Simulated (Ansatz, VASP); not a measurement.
H6PtC2 in VASP and in Ansatz

File INCAR:

```
PREC = Accurate
ENCUT = 520
EDIFF = 1E-6
ISMEAR = 0
SIGMA = 0.1
LREAL = False
LASPH = True
NELM = 100
ALGO = Normal
ISIF = 2
LWAVE = False
LCHARG = True
GGA = PE
LELF = True
LVHAR = True
NBANDS = 22
```

The input KPOINTS:

```
Automatic mesh
0
Gamma
  4 4 4
```

The input POSCAR:

```
H6PtC2
1.0
    0.0000000000      3.5346365100      3.5346365100
    3.5346365100      0.0000000000      3.5346365100
    3.5346365100      3.5346365100      0.0000000000
H Pt C
6 1 2
Direct
    0.7518000000      0.2482000000      0.2482000000
    0.2482000000      0.7518000000      0.2482000000
    0.2482000000      0.7518000000      0.7518000000
    0.7518000000      0.2482000000      0.7518000000
    0.2482000000      0.2482000000      0.7518000000
    0.7518000000      0.7518000000      0.2482000000
    0.0000000000      0.0000000000      0.0000000000
    0.2500000000      0.2500000000      0.2500000000
    0.7500000000      0.7500000000      0.7500000000
```

Input for Ansatz:

```yaml
crystal:
  lattice:
    - [0.0, 3.53463651, 3.53463651]
    - [3.53463651, 0.0, 3.53463651]
    - [3.53463651, 3.53463651, 0.0]
  atoms:
    - { symbol: H, position: [0.7518, 0.2482, 0.2482] }
    - { symbol: H, position: [0.2482, 0.7518, 0.2482] }
    - { symbol: H, position: [0.2482, 0.7518, 0.7518] }
    - { symbol: H, position: [0.7518, 0.2482, 0.7518] }
    - { symbol: H, position: [0.2482, 0.2482, 0.7518] }
    - { symbol: H, position: [0.7518, 0.7518, 0.2482] }
    - { symbol: Pt, position: [0.0, 0.0, 0.0] }
    - { symbol: C, position: [0.25, 0.25, 0.25] }
    - { symbol: C, position: [0.75, 0.75, 0.75] }
basis:
  ecutwfc: 420
kpoints:
  mp_grid: { grid: [4, 4, 4] }
hamiltonian:
  xc: pbe
scf:
  occupations: { method: gaussian, width: 0.1 }
  lower_state_search: "off"
output:
  forces: true
  stress: true
  eigenvalues: true
```

Change from the starting cell: species swapped into the K2TeBr6 type (Fm-3m, No. 225).

Alike in both runs: task single point; functional PBE; k mesh 4 × 4 × 4; occupations gaussian, width 0.1 eV; no spin polarisation.

|  | VASP | Ansatz |
| --- | --- | --- |
| version | VASP 6.6.1 | Ansatz 0.2.0 |
| potentials or method | VASP PAW PBE potentials, release 64 (H, Pt, C) | scalar-relativistic, plane waves, PAW |
| plane-wave cutoff (eV) | 520 | 420 |
| valence electrons in the cell | 24 | 32 |

```tsv
	VASP	Ansatz	Ansatz less VASP
gap on the k mesh at the Fermi level (eV)	none	none	-
pressure (GPa)	-14.9	-14.7	+0.15
rms of the force components (eV/Å)	0.377	0.378	+0.0010
```

Atom by atom the forces differ by 0.001 eV/Å (rms over components). A gap of «none» marks a metal or a gap that the smearing closes. The two sets of potentials don't hold the same shells in valence.

Caveats: the k mesh is coarse (spacing up to 0.38 Å⁻¹), so the values aren't converged. Spin-orbit coupling is left out, which matters for the levels of Pt.
